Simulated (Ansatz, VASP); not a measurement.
# Cross-check of Ga2O3 between VASP and Ansatz, part 2 of 2

One calculation is typed for both programs; each brings its own data sets. How far apart do they land? The cell is taken from a series of runs on this material, whose earlier steps may have relaxed, scaled, displaced or heated it; both programs get it as it stands.

VASP 6.6.1 and Ansatz 0.2.0.

So far: Set-up; VASP: single point, HSE06.

## Step 3: Ansatz: single point, HSE06

Level of this step: Ansatz beside VASP: Kohn-Sham DFT, plane waves, HSE06 (Ansatz).

Ansatz runs on its default PAW (the set named soft_2) files.

The same cell, functional and mesh now go to Ansatz, which takes its cutoff from its data sets.

File input.yaml:

```yaml
crystal:
  lattice:
    - [2.5288302155, 1.4600208056, 4.540832033]
    - [-2.5288302155, 1.4600208056, 4.540832033]
    - [0.0, -2.9200416113, 4.540832033]
  atoms:
    - { symbol: Ga, position: [0.8558409214, 0.8558409214, 0.8558409214] }
    - { symbol: Ga, position: [0.6441590786, 0.6441590786, 0.6441590786] }
    - { symbol: Ga, position: [0.1441590786, 0.1441590786, 0.1441590786] }
    - { symbol: Ga, position: [0.3558409214, 0.3558409214, 0.3558409214] }
    - { symbol: O, position: [0.75, 0.4468771314, 0.0531228686] }
    - { symbol: O, position: [0.4468771314, 0.0531228686, 0.75] }
    - { symbol: O, position: [0.0531228686, 0.75, 0.4468771314] }
    - { symbol: O, position: [0.25, 0.5531228686, 0.9468771314] }
    - { symbol: O, position: [0.9468771314, 0.25, 0.5531228686] }
    - { symbol: O, position: [0.5531228686, 0.9468771314, 0.25] }
kpoints:
  mp_grid: { grid: [4, 4, 4] }
  band_path:
    path:
      - [0.0, 0.0, 0.0]
      - [0.5, 0.5, 0.5]
      - [0.76431389, 0.23568611, 0.5]
      - [0.5, -0.23568611, 0.23568611]
      - [0.5, 0.0, 0.0]
      - [0.36784305, -0.36784305, 0.0]
      - [0.63215695, 0.0, 0.36784305]
      - [0.5, 0.0, 0.5]
      - [0.0, 0.1666666667, -0.1666666667]
    npoints: 1
hamiltonian:
  xc: hse06
scf:
  occupations: { method: fixed }
  n_extra_bands: 7
output:
  eigenvalues: true
```

Command:

```sh
> ansatz run input.yaml --threads 3 --pin off --max-ram 92160MiB --backend cuda --devices 1 --max-vram 13GiB --events-out ev --progress --plain --runs-dir out
```

Numbers of over 12 decimals in the logs are rounded to 6 here.

Output:

```text
scf.n_extra_bands = 7 over 44 filled bands (N_el = 88.0): the run solves 51 bands
GPUs: using 1 of 1 available (devices: 1).
Engine: ansatz 0.2.0, x86_64-unknown-linux-gnu
Pseudopotentials: kind: paw
Pseudopotential: Ga, paw, valence charge 13, recommended cutoff 420 eV (normal), Ga.paw.azcp
Pseudopotential: O, paw, valence charge 6, recommended cutoff 420 eV (normal), O.paw.azcp
Functional definition: HSE06
  parameter a = 0.25
  parameter omega = 0.11/bohr
  exchange = pbe_x - a*pbe_x_sr(omega) + a*exact_x_sr(omega)
  correlation = pbe_c
davidson cushion auto → on  (no smearing: the cushion is to keep the highest requested band from converging to the state above it; pin scf.eigensolver.cushion to override)
device memory: the entry about to start is reckoned to put 2.7 GiB on a device that reports 26.2 GiB free (of which the cap on the GPU budget leaves the run 13.0 GiB)
GPU FFT provider: cuFFT
GPU libraries: cuBLAS 13.8.2, cuFFT 12.4.0, cuSOLVER 12.3.4
Crystal: 10 atoms, lattice volume = 100.592 Å³
Basis set: ecut = 420 eV, 1929 PW (Γ)
Bands: 51, of which v1, the nominal top of the filled ones, is band 44 counted from 1 (43 counted from 0)
Symmetry: 12 space group operations
Space group: R-3c (ITA 167), of the structure as read, at distance tolerance 4.7e-5 Å
k-points: 13 of 64
Non-local potential: Ga, projectors of the file, l = 0: 2, l = 1: 2, l = 2: 3, l = 3: 1
Non-local potential: O, projectors of the file, l = 0: 2, l = 1: 2, l = 2: 1
PAW form: soft (Blöchl's): semilocal exchange-correlation on the pseudo side does not see the compensation charge
PAW frozen core: Ga, regenerated for the run's functional, and the local potential with it (the file was generated under x = pbe(κ = 0.804, μ = 0.219515), c = pbe(β = 0.066725))
PAW frozen core: O, regenerated for the run's functional, and the local potential with it (the file was generated under x = pbe(κ = 0.804, μ = 0.219515), c = pbe(β = 0.066725))
PAW one-centre angular grid: Ga, 590 points (default); XC on 64 Gauss nodes
PAW one-centre angular grid: O, 110 points (default); XC on 96 Gauss nodes
Initial density: superposition of atomic densities (neutral atoms: chi_scale 0, normalization atom), corrected by the library's trained network
Initial wavefunctions: pseudopotential atomic-orbital guess
GPU buffer pool allocated for 64000 grid points (all kernels)
GPU transforms: local potential and band sums: pruned to the plane-wave sphere, on 40×40×40
Functional: x = pbe(κ = 0.804, μ = 0.219515), c = pbe(β = 0.066725), warm-up for x = pbe(κ = 0.804, μ = 0.219515) + 0.25 (exact − pbe) at short range (hse, ω = 0.207870 Å⁻¹), c = pbe(β = 0.066725); HSE06 as pw.x's `hse` composes it (authors' and Libxc's form: `xc: wpbeh`)
SCF iter   1: F=—  HF=-18539.833996 eV  |F-HF|=—  |Δ(HF+E_count)|=         —  Δρ=1.14e-3  dr2=3.75e-4  ethr=1.77e-3  ⟨swp⟩=2.0  Hψ=4425  notcnv=0
preconditioner: auto → none  [insulator: Δε(μ)=2.436 eV  Ē_g=16.744 eV  n_scr=26 (ndim 8)  ℏωp=34.7 eV  f_vac=0.017]
SCF iter   2: F=-18539.835518 eV  HF=-18539.835185 eV  |F-HF|=3.33e-4  |Δ(HF+E_count)|=   1.19e-3  Δρ=5.76e-4  dr2=8.81e-5  ethr=4.26e-7  ⟨swp⟩=5.4  Hψ=2677  notcnv=0
SCF 1 stopped early in 2 iterations: F = -18539.835518 eV  dr2 = 8.81e-5
  greatest PAW one-centre occupation: 0.998 electrons in one spin orbital (limit 2), on the Ga atom at site 2 (counted from 0), in its partial waves of l = 2
device memory: the entry about to start is reckoned to put 3.3 GiB on a device that reports 26.7 GiB free (of which the cap on the GPU budget leaves the run 13.0 GiB)
GPU FFT provider: cuFFT
GPU libraries: cuBLAS 13.8.2, cuFFT 12.4.0, cuSOLVER 12.3.4
Initial density: handed on by an earlier stage of this run
Initial wavefunctions: those handed on with the density
GPU buffer pool allocated for 64000 grid points (all kernels)
GPU transforms: local potential and band sums: pruned to the plane-wave sphere, on 40×40×40
Functional: x = pbe(κ = 0.804, μ = 0.219515) + 0.25 (exact − pbe) at short range (hse, ω = 0.207870 Å⁻¹), c = pbe(β = 0.066725); HSE06 as pw.x's `hse` composes it (authors' and Libxc's form: `xc: wpbeh`)
Exchange kernel: α = 0.2500, screened, ω = 0.2079 Å⁻¹, Wigner–Seitz truncation, v(0) = 1045.0301 eV·Å³, q-mesh 4×4×4, nearest image of the exchange supercell L = 20.23 Å, pair-density grid 24×24×24, without the augmentation charges, whose exchange is taken in its separable form by FFT convolution over the k-point mesh (sized by the pseudopotential files, 30×30×32 at the most), smooth part of the exact exchange by density-matrix convolution in up to 2.60 GiB of GPU memory as planned if the GPU has room (build and FFT work areas not counted)
Frozen-core exchange: fock
SCF iter   1: F=—  HF=-18541.035176 eV  |F-HF|=—  |Δ(HF+E_count)|=         —  Δρ=1.78e-2  dr2=1.32e-1  ethr=1.00e-6  ⟨swp⟩=7.2  Hψ=3573  notcnv=0
preconditioner: auto → none  [insulator: Δε(μ)=4.120 eV  Ē_g=19.916 eV  n_scr=26 (ndim 8)  ℏωp=34.7 eV  f_vac=0.018]
SCF iter   2: F=—  HF=-18540.980487 eV  |F-HF|=—  |Δ(HF+E_count)|=   5.47e-2  Δρ=6.20e-3  dr2=1.83e-2  ethr=1.00e-6  ⟨swp⟩=4.0  Hψ=2793  notcnv=0
SCF iter   3: F=—  HF=-18541.029514 eV  |F-HF|=—  |Δ(HF+E_count)|=   4.90e-2  Δρ=4.44e-3  dr2=8.64e-3  ethr=1.00e-6  ⟨swp⟩=4.2  Hψ=2745  notcnv=0
SCF iter   4: F=—  HF=-18541.027503 eV  |F-HF|=—  |Δ(HF+E_count)|=   2.01e-3  Δρ=1.18e-3  dr2=5.23e-4  ethr=1.00e-6  ⟨swp⟩=3.0  Hψ=2128  notcnv=0
SCF iter   5: F=—  HF=-18541.028282 eV  |F-HF|=—  |Δ(HF+E_count)|=   7.80e-4  Δρ=6.82e-4  dr2=3.64e-4  ethr=4.96e-7  ⟨swp⟩=3.5  Hψ=1793  notcnv=0
SCF iter   6: F=—  HF=-18541.028191 eV  |F-HF|=—  |Δ(HF+E_count)|=   9.09e-5  Δρ=2.18e-4  dr2=5.68e-5  ethr=4.00e-7  ⟨swp⟩=3.1  Hψ=1843  notcnv=0
iter 7 solved again at ethr=1.88e-9 eV; its pass at ethr=5.10e-8 eV (dr2=1.66e-6 eV) is discarded
SCF iter   7: F=-18541.028176 eV  HF=-18541.028177 eV  |F-HF|=1.35e-6  |Δ(HF+E_count)|=   1.45e-5  Δρ=3.93e-5  dr2=1.34e-5  ethr=1.88e-9  ⟨swp⟩=3.5  Hψ=3329  notcnv=0
eigensolver tolerance schedule: the retry pair's looser diagonalisation over-reported the residual by 0.10 of it (diagonalisation noise at 0.10 of the residual, at the tolerance the schedule requests for it); recorded, not acted on — ethr = c·dr2/N_el stays at c = 1.0e-1
SCF 2 stopped early in 7 iterations: F = -18541.028176 eV  dr2 = 1.34e-5
  greatest PAW one-centre occupation: 0.997 electrons in one spin orbital (limit 2), on the Ga atom at site 2 (counted from 0), in its partial waves of l = 2
hybrid outer 1: dexx = +5.455e-2 eV, tail = 1.96e-4 eV
GPU FFT provider: cuFFT
GPU libraries: cuBLAS 13.8.2, cuFFT 12.4.0, cuSOLVER 12.3.4
GPU buffer pool allocated for 64000 grid points (all kernels)
GPU transforms: local potential and band sums: pruned to the plane-wave sphere, on 40×40×40
Exchange kernel: α = 0.2500, screened, ω = 0.2079 Å⁻¹, Wigner–Seitz truncation, v(0) = 1045.0301 eV·Å³, q-mesh 4×4×4, nearest image of the exchange supercell L = 20.23 Å, pair-density grid 24×24×24, without the augmentation charges, whose exchange is taken in its separable form by FFT convolution over the k-point mesh (sized by the pseudopotential files, 30×30×32 at the most), smooth part of the exact exchange by density-matrix convolution in up to 2.60 GiB of GPU memory as planned if the GPU has room (build and FFT work areas not counted)
Frozen-core exchange: fock
SCF iter   1: F=—  HF=-18541.026248 eV  |F-HF|=—  |Δ(HF+E_count)|=         —  Δρ=5.31e-5  dr2=2.05e-6  ethr=1.11e-6  ⟨swp⟩=3.1  Hψ=1557  notcnv=0
preconditioner: auto → none  [insulator: Δε(μ)=4.168 eV  Ē_g=19.846 eV  n_scr=26 (ndim 8)  ℏωp=34.7 eV  f_vac=0.020]
SCF iter   2: F=—  HF=-18541.026258 eV  |F-HF|=—  |Δ(HF+E_count)|=   9.73e-6  Δρ=2.59e-5  dr2=2.96e-7  ethr=1.73e-9  ⟨swp⟩=4.8  Hψ=2797  notcnv=0  defer=1
iter 3 solved again at ethr=2.25e-11 eV; its pass at ethr=2.37e-10 eV (dr2=1.98e-8 eV) is discarded
SCF iter   3: F=-18541.026258 eV  HF=-18541.026258 eV  |F-HF|=1.20e-8  |Δ(HF+E_count)|=   2.43e-9  Δρ=9.10e-6  dr2=5.47e-8  ethr=2.25e-11  ⟨swp⟩=3.2  Hψ=3342  notcnv=0
eigensolver tolerance schedule: the retry pair's looser diagonalisation over-reported the residual by 0.10 of it (diagonalisation noise at 0.11 of the residual, at the tolerance the schedule requests for it); recorded, not acted on — ethr = c·dr2/N_el stays at c = 1.0e-1
SCF 3 converged in 3 iterations: F = -18541.026258 eV  dr2 = 5.47e-8
hybrid outer 2: dexx = +3.130e-6 eV, tail = 1.99e-7 eV, Δε = 2.58e-3 eV (about 9.61e-5 eV left of the loop's levels)
device memory: the entry about to start is reckoned to put 1.0 GiB on a device that reports 14.7 GiB free (of which the cap on the GPU budget leaves the run 13.0 GiB)
NSCF: frozen V_eff on 9 k-points
hybrid SCF converged: 2 outer / 10 inner (+2 warm-up), last move |dexx| = 3.13e-6 eV, tail = 1.99e-7 eV
Stability not checked: this state was not tested for a lower state beside it, because the functional holds exact exchange (a hybrid, or Hartree-Fock), whose exchange loop this test does not read (fock_operator; see scf.lower_state_search)
Free energy (F): -18541.026257 eV
Frozen-core exchange: fock
Harris-Foulkes:  -18541.026257 eV  (|F-HF|=1.20e-8)
Internal energy: -18541.026257 eV  (E = F + TS)
E sigma→0 (E₀):  -18541.026257 eV
Fermi energy:    7.338457 eV
--- Per-component energies (eV) ---
  E_band       = -246.980131
  E_kinetic    = 1518.966135
  E_local      = -8676.149754  (includes V_loc(G=0)·N_el)
  E_nonlocal   = 2021.645695
  E_hartree    = 3921.795359
  E_xc         = -569.761381
  E_vxc        = -627.455020  (∫ρ·V_xc dr)
  E_exx        = -310.868879  (= α·E_x^exact, valence–valence)
  E_paw        = -8785.948659  (= ΣΔE_a)
  E_vpaw       = -1705.851076  (= ΣTr[D̂ρ^β])
  E_aug_tail   = 0.014136  (compensation charges beyond the density's cutoff)
  E_ewald      = -7661.007934
  E_core_change = 0.289025  (= ΣΔE_core)
  E_smearing   = -0.000000  (= −TS)
  E_closure    = -0.000000  (closes the sum)
  Σ components = -18541.026257   (vs F -18541.026257, Δ=0.00e0)
--- Band table (eV; the first three rows and the last of 13) ---
  k-point 0: bands = [... 40 lower, 7.0610, 7.1252, 7.1616, 7.1616, 11.5069, 15.6954, 15.8304, 18.0585, ... 3 higher]
  k-point 1: bands = [... 40 lower, 6.7512, 6.8674, 7.1981, 7.3385, 13.1093, 15.5004, 16.3553, 17.2724, ... 3 higher]
  k-point 2: bands = [... 40 lower, 6.3880, 6.3880, 7.2226, 7.2226, 15.3277, 15.3277, 15.7229, 15.7229, ... 3 higher]
  k-point 12: bands = [... 40 lower, 7.0929, 7.0929, 7.0929, 7.0929, 14.7270, 14.7270, 16.9344, 16.9344, ... 3 higher]
```

The column dr2 measures how far the density is from self-consistency, as an energy; F and HF (Harris–Foulkes) agree once it is small.

## Step 4: Comparison

Known differences besides the potentials themselves: exact exchange at q = 0 is treated differently, which shows on coarse meshes; VASP keeps PBE cores, Ansatz makes them for the functional; fixed occupations in Ansatz, narrow Gaussian smearing in VASP; the cutoff is 420 eV in Ansatz and 520 eV in VASP; VASP takes a coarser grid for exact exchange (PRECFOCK = Fast). Total energies have different zeros and are not compared.

The two programs side by side:

```csv
quantity,Ansatz,VASP,difference
gap on the k mesh (eV),4.168,4.163,+0.005
```

A gap on the mesh is an upper bound, since the band edges may lie between its points.

## Step 5: What came out

| Property | Result |
| --- | --- |
| difference in gap on the k mesh (single point, HSE06) | 0.0050 eV |

**Reading.** The difference in gap on the k mesh is 0.0050 eV (single point, HSE06), within the 0.08 eV picked in this series as the mark of a large difference. How closely two codes agree says nothing of how well the functional describes the real material.

[Lines on the potential files, build, host, timing and source positions are cut from VASP's logs without a mark.]

[Logs are printed without paths, hosts, clocks, repeated set-up lines and the standing remarks that a program may print on its own settings, such as how far it seeks lower states.]

[Hosts, paths, dates, database ids (printed as entryN), source tags and the programs' standing remarks are cut or masked in the printed files.]
